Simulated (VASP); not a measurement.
OSZICAR of a VASP run on GaN (wurtzite):

OSZICAR:
```
       N       E                     dE             d eps       ncg     rms          rms(c)
DAV:   1     0.276977109471E+03    0.27698E+03   -0.18510E+04  1084   0.299E+03
DAV:   2     0.964482072236E+01   -0.26733E+03   -0.25900E+03  1152   0.534E+02
DAV:   3    -0.266211499389E+02   -0.36266E+02   -0.35957E+02  1232   0.156E+02
DAV:   4    -0.281175939631E+02   -0.14964E+01   -0.14922E+01  1480   0.341E+01
DAV:   5    -0.281389329098E+02   -0.21339E-01   -0.21329E-01  1188   0.374E+00    0.106E+01
DAV:   6    -0.270842859345E+02    0.10546E+01   -0.29490E-01  1936   0.791E+00    0.915E+00
DAV:   7    -0.242273588259E+02    0.28569E+01   -0.11565E+01  1886   0.464E+01    0.297E+00
DAV:   8    -0.243267634727E+02   -0.99405E-01   -0.11482E+00  1160   0.107E+01    0.280E+00
DAV:   9    -0.243290734615E+02   -0.23100E-02   -0.41323E-02  1384   0.173E+00    0.264E+00
DAV:  10    -0.243071794533E+02    0.21894E-01   -0.87696E-02  1260   0.332E+00    0.680E-01
DAV:  11    -0.243077393998E+02   -0.55995E-03   -0.58187E-03  1216   0.625E-01    0.696E-01
DAV:  12    -0.243068132133E+02    0.92619E-03   -0.58752E-04  1674   0.320E-01    0.652E-01
DAV:  13    -0.243034170835E+02    0.33961E-02   -0.21615E-02  1496   0.348E+00    0.169E-01
DAV:  14    -0.243035635478E+02   -0.14646E-03   -0.13772E-03  1068   0.323E-01    0.187E-01
DAV:  15    -0.243035351745E+02    0.28373E-04   -0.12656E-04  1604   0.200E-01    0.231E-01
DAV:  16    -0.243035985854E+02   -0.63411E-04   -0.23413E-04  1330   0.395E-01    0.901E-02
DAV:  17    -0.243035532362E+02    0.45349E-04   -0.11944E-04  1726   0.942E-02    0.634E-02
DAV:  18    -0.243035569816E+02   -0.37454E-05   -0.11808E-05  1620   0.409E-02    0.619E-02
DAV:  19    -0.243035334300E+02    0.23552E-04   -0.29772E-05  1478   0.135E-01    0.352E-02
DAV:  20    -0.243035158051E+02    0.17625E-04   -0.55110E-05  1344   0.541E-02    0.681E-03
DAV:  21    -0.243035162407E+02   -0.43555E-06   -0.24374E-06   980   0.134E-02
   1 F= -.24303516E+02 E0= -.24303516E+02  d E =-.889266E-14
```

**Question.** Which electronic solver shows in the log?

**Answer.** It is blocked Davidson (ALGO = Normal, or the opening steps of other solvers). The INCAR had ALGO = Normal.

**Question.** Can the final energy be trusted as converged?

**Answer.** The run converged. It stopped with EDIFF = 1E-6, NELM = 100 (PBE GGA, plane waves, VASP's PBE PAW potentials (set 64)).

The compound is GaN in the wurtzite structure. The cell was not relaxed at this level. The run is one of a series of settings (AMIX = 0.05, BMIX = 1.0, IMIX = 4 against the base run), some of them coarse on purpose.
